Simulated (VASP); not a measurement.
Given:

```xyz
2
Lattice="1.3725 -2.3772 0.0000 1.3725 2.3772 0.0000 0.0000 0.0000 4.3974" Properties=species:S:1:pos:R:3 pbc="T T T"
Tc     1.3725     0.7924     1.0994
Tc     1.3725    -0.7924     3.2981
```

Method: PBE GGA, VASP's PBE PAW potentials (set 64) (plane waves; VASP 6.6.1). Run with 480 eV cut-off, 14×14×8 Γ-centred mesh, first-order Methfessel-Paxton smearing of 0.10 eV, potentials Tc_pv.

**Question.** The ions, cell shape and volume at an external pressure of 5.0 GPa are relaxed. Which structure does the run end with?

**Answer.** 
```xyz
2
Lattice="1.3666 -2.3670 0.0000 1.3666 2.3670 0.0000 0.0000 0.0000 4.3783" Properties=species:S:1:pos:R:3 pbc="T T T"
Tc     1.3666     0.7890     1.0946
Tc     1.3666    -0.7890     3.2837
```
Space group P6_3/mmc (194), at a tolerance of 0.03 Å.

**Question.** How do energy and volume change from the first to the last step?

**Answer.** The energy (σ→0) changes by +3.3 meV/atom and the volume by -1.3 %, in 3 ionic steps.

The compound is Tc in the hcp structure. This run relaxes it under an external pressure of 5 GPa. Symmetry was kept, so distortions that lower it aren't found.
